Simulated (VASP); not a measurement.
Computed with PBEsol GGA, VASP's PBE PAW potentials (set 64) (plane waves; VASP).

VASP input:

### INCAR
```
EDIFF=1E-6   # SCF stop (eV)
NELM=100   # most electronic steps
LMAXMIX=4
SYSTEM=NaLiZnS2
PREC=Accurate
LCHARG=.FALSE.
ENCUT=400   # plane-wave cut-off (eV)
LREAL=.FALSE.   # projection in real space or not
ALGO=Normal
SIGMA=0.01
GGA=PS
LWAVE=.FALSE.
ISMEAR=0
LASPH=.TRUE.
ISIF=2   # forces and stress, cell fixed
```

File POSCAR:
```
NaLiZnS2
13.64770
  0.2917751709   0.0000000000   0.0000000000
 -0.1458875855   0.2526847015   0.0000000000
  0.0000000000   0.0000000000   0.5000000000
Na Li Zn S
1 1 1 2
Cartesian
  0.0000000000   0.0000000000   0.0130800000
 -0.0000001459   0.1684565519   0.1783250000
  0.1458877313   0.0842281496   0.3058150000
 -0.0000001459   0.1684565519   0.3669050000
  0.1458877313   0.0842281496   0.1358700000
```

KPOINTS:
```
Automatic mesh
0
Gamma
10 10 5
0 0 0
```

POTCAR, in this order: Na_pv Li_sv Zn S (PBE.64 set). Program: vasp_std.

What VASP printed:

### OSZICAR
```
       N       E                     dE             d eps       ncg     rms          rms(c)
DAV:   1     0.223163706809E+03    0.22316E+03   -0.13457E+04  2436   0.153E+03
DAV:   2     0.560771791223E+01   -0.21756E+03   -0.21086E+03  2577   0.362E+02
DAV:   3    -0.188900579967E+02   -0.24498E+02   -0.24245E+02  3775   0.115E+02
DAV:   4    -0.203272641340E+02   -0.14372E+01   -0.14321E+01  4107   0.234E+01
DAV:   5    -0.203936824132E+02   -0.66418E-01   -0.66404E-01  3566   0.362E+00    0.716E+00
DAV:   6    -0.192325257861E+02    0.11612E+01   -0.25486E+00  4070   0.561E+01    0.589E+00
DAV:   7    -0.191313375260E+02    0.10119E+00   -0.20437E+00  2991   0.893E+00    0.271E+00
DAV:   8    -0.191146421988E+02    0.16695E-01   -0.15092E-01  3026   0.276E+00    0.144E+00
DAV:   9    -0.191065988068E+02    0.80434E-02   -0.20824E-02  3600   0.128E+00    0.252E-01
DAV:  10    -0.191063733903E+02    0.22542E-03   -0.34478E-03  3108   0.402E-01    0.143E-01
DAV:  11    -0.191061786726E+02    0.19472E-03   -0.80941E-04  3384   0.224E-01    0.598E-02
DAV:  12    -0.191061835009E+02   -0.48283E-05   -0.35525E-04  3986   0.132E-01    0.706E-02
DAV:  13    -0.191061940822E+02   -0.10581E-04   -0.97951E-05  3047   0.557E-02    0.211E-02
DAV:  14    -0.191061961184E+02   -0.20362E-05   -0.13489E-05  3450   0.313E-02    0.155E-02
DAV:  15    -0.191061954988E+02    0.61958E-06   -0.32109E-06  2633   0.141E-02
   1 F= -.19106195E+02 E0= -.19106195E+02  d E =-.810823-178
```

### OUTCAR
```
------------------------ aborting loop because EDIFF is reached ----------------------------------------
  FORCE on cell =-STRESS in cart. coord.  units (eV):
  Direction    XX          YY          ZZ          XY          YZ          ZX
  --------------------------------------------------------------------------------------
  Total       -1.6440060     -1.6440059     -1.5051999      0.0000000      0.0000000      0.0000000
  in kB      -28.1085409    -28.1085389    -25.7352907      0.0000000      0.0000000      0.0000000
  external PRESSURE =     -27.3174569 kB  Pullay stress =       0.0000000 kB
  volume of cell :       93.71
      direct lattice vectors                 reciprocal lattice vectors
     3.982060000  0.000000000  0.000000000     0.251126301  0.144987843  0.000000000
    -1.991030000  3.448565000  0.000000000     0.000000000  0.289975686  0.000000000
     0.000000000  0.000000000  6.823850000     0.000000000  0.000000000  0.146544839
 POSITION                                       TOTAL-FORCE (eV/Angst)
 -----------------------------------------------------------------------------------
      0.00000      0.00000      0.17851        -0.000000     -0.000000      0.001723
     -0.00000      2.29904      2.43373         0.000000      0.000000      0.032872
      1.99103      1.14952      4.17367        -0.000000     -0.000000     -0.018241
     -0.00000      2.29904      5.00741        -0.000000      0.000000     -0.122662
      1.99103      1.14952      1.85431         0.000000     -0.000000      0.106308
 -----------------------------------------------------------------------------------
    total drift:                                0.000132     -0.000073      0.001076
  FREE ENERGIE OF THE ION-ELECTRON SYSTEM (eV)
  ---------------------------------------------------
  free  energy   TOTEN  =       -19.1061954988 eV

  energy  without entropy=      -19.1061954988  energy(sigma->0) =      -19.10619550
```
(Selected blocks of OUTCAR.)

At this cut-off the stress carries a Pulay error, which pulls relaxed volumes low.

The structure comes from a computed database's NaLiZnS2 entry (P3m1); how it stands against other phases isn't given here. The cell was not relaxed at this level.
